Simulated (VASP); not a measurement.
Level of theory: LDA (Ceperley-Alder, Perdew-Zunger), VASP's LDA PAW potentials (set 64) (plane waves; VASP).

VASP ran on this input.

File KPOINTS:
```
Automatic mesh
0
gamma
  8 8 8
```

**POSCAR**
```
LaB6
4.0995720
  1.0000000921   0.0000000000   0.0000000000
  0.0000000000   1.0000000921   0.0000000000
  0.0000000000   0.0000000000   1.0000000921
La B
1 6
direct
  0.0000000000   0.0000000000   0.0000000000
  0.8002529601   0.5000000000   0.5000000000
  0.5000000000   0.1997470399   0.5000000000
  0.5000000000   0.8002529601   0.5000000000
  0.1997470399   0.5000000000   0.5000000000
  0.5000000000   0.5000000000   0.8002529601
  0.5000000000   0.5000000000   0.1997470399
```

INCAR:
```
! general
SYSTEM =LaB6
PREC   =Accurate
ENCUT  =520
LREAL  =.FALSE.
LASPH  =.TRUE.   ! aspherical one-centre terms

! electronic loop
EDIFF  =1E-7
NELM   =100   ! most electronic steps
ALGO   =Normal   ! blocked Davidson
LMAXMIX=6   ! l cut-off of mixed one-centre charges

! smearing
ISMEAR =-5   ! tetrahedra, Bloechl

! ions
ISIF   =2   ! forces and stress, cell fixed

! output
LWAVE  =.FALSE.
LCHARG =.TRUE.
LORBIT =11   ! lm-projected
NEDOS  =601   ! DOS grid

! other
LEFG   =.TRUE.
```

POTCAR, in this order: La B (LDA.64 set). Program: vasp_std.

### Question
What will the output report for the number of irreducible k-points (NKPTS), number of bands (NBANDS), largest plane-wave count, number of space-group operations, FFT grid (NGX, NGY, NGZ)?

### Answer

| Item | Value |
|---|---|
| number of irreducible k-points (NKPTS) | 35 |
| number of bands (NBANDS) | 18 |
| largest plane-wave count | 1873 |
| number of space-group operations | 48 |
| FFT grid (NGX, NGY, NGZ) | 30 × 30 × 30 |

The compound is LaB6 in the cab6 structure. It was relaxed first. The electron count is odd and the run is not spin-polarised, which forces a metal.
